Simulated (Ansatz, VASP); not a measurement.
Tl3Cu in VASP and in Ansatz

```
Tl Cu
1.0
    -2.36594    2.36594    4.71176
     2.36594   -2.36594    4.71176
     2.36594    2.36594   -4.71176
Tl Cu
3 1
Direct
  0.75000 0.25000 0.50000
  0.25000 0.75000 0.50000
  0.50000 0.50000 0.00000
  0.00000 0.00000 0.00000
```

Alike in both runs: task single point; functional PBEsol; k mesh 12 × 12 × 12; occupations gaussian, width 0.1 eV; no spin polarisation.

```csv
,VASP,Ansatz
version,VASP 6.6.1,Ansatz 0.2.0
potentials or method,"VASP PAW PBE potentials, release 64 (Tl_d, Cu)","scalar-relativistic, plane waves, PAW"
plane-wave cutoff (eV),520,420
valence electrons in the cell,50,58
```

```tsv
	VASP	Ansatz	Ansatz less VASP
gap on the k mesh at the Fermi level (eV)	none	none	-
pressure (GPa)	-3.5	-3.5	+0.02
largest component of the traceless stress (GPa)	0.13	0.13	-0.005
```

A gap of «none» marks a metal or a gap that the smearing closes. The functional is the same, so the differences come from potentials, cutoffs and numerics. The two sets of potentials don't hold the same shells in valence.

Caveats: the PAW data sets were made with another functional, which shifts forces and pressure a little (VASP). The runs have no spin-orbit coupling, so splittings on Tl are missing.
